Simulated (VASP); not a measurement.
Input:

```yaml
crystal:
  lattice:
    - [4.55752, 0.00000, 0.00000]
    - [0.00000, 4.55752, 0.00000]
    - [0.00000, 0.00000, 3.03817]
  atoms:
    - { symbol: Mg, position: [0.00000, 0.00000, 0.00000] }
    - { symbol: Mg, position: [0.50000, 0.50000, 0.50000] }
    - { symbol: H, position: [0.30436, 0.30436, 0.00000] }
    - { symbol: H, position: [0.80436, 0.19564, 0.50000] }
    - { symbol: H, position: [0.19564, 0.80436, 0.50000] }
    - { symbol: H, position: [0.69564, 0.69564, 0.00000] }
```

All values below come from RPBE GGA, VASP's PBE PAW potentials (set 64) (plane waves; VASP). Settings: 520 eV cut-off, Gaussian smearing of 0.050 eV, potentials Mg H.

Q: Predict the band gap (along the path) with the smallest direct gap where there is one.

A: 
```json
{
 "band gap (along the path)": "3.85 eV",
 "smallest direct gap (along the path)": "4.63 eV"
}
```

Total energies compare only between runs with the same potentials, cut-off and functional.

The compound is MgH2 in the rutile structure. It was relaxed first.
